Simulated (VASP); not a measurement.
Input:

```
PdS
1.0
    0.00000     2.48431     2.48431
    2.48431     0.00000     2.48431
    2.48431     2.48431     0.00000
Pd S
1 1
Direct
  0.00000   0.00000   0.00000
  0.50000   0.50000   0.50000
```

Computed with PBEsol GGA, VASP's PBE PAW potentials (set 64) (plane waves; VASP). Numerical set-up: 400 eV cut-off, Gaussian smearing of 0.050 eV, potentials Pd S.

Q: Estimate the band gap (along the path) with the smallest direct gap where there is one.

A: 
The band gap (along the path) is none (metal, semimetal or under 0.01 eV).

The absolute energy has meaning only against runs of the same code, potentials and settings.

The structure was generated: PdS was put into the rock salt type (Fm-3m), which need not be its known phase. It was relaxed first, which changed the volume by -16 %.
